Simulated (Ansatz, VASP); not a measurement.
## CdCu3Mo: VASP beside Ansatz

```
Cd Cu Mo
1.0
     4.96912    0.00000    0.00000
    -2.48456    4.30339    0.00000
     0.00000    0.00000    5.48320
Cd Cu Mo
1 3 1
Direct
  0.00000 0.00000 0.00000
  0.50000 0.00000 0.50000
  0.00000 0.50000 0.50000
  0.50000 0.50000 0.50000
  0.00000 0.00000 0.50000
```

Alike in both runs: functional PBE; k mesh 4 × 4 × 4; occupations gaussian, width 0.2 eV; no spin polarisation.

Ansatz relaxed the structure, and its values are those at the end. VASP's run is a single point on that final structure, the one shown.

|  | VASP | Ansatz |
| --- | --- | --- |
| version | VASP 6.6.1 | Ansatz 0.2.0 |
| potentials or method | VASP PAW PBE potentials, release 64 (Cd, Cu, Mo_sv) | scalar-relativistic, plane waves, PAW |
| plane-wave cutoff (eV) | 520 | 420 |
| valence electrons in the cell | 59 | 91 |

```csv
,VASP,Ansatz,Ansatz less VASP
gap on the k mesh at the Fermi level (eV),none,none,-
pressure (GPa),0.4,0.1,-0.30
```

A gap of «none» marks a metal or a gap that the smearing closes. The two sets of potentials don't hold the same shells in valence.

Caveats: the k mesh is coarse (spacing up to 0.37 Å⁻¹), so the values aren't converged.
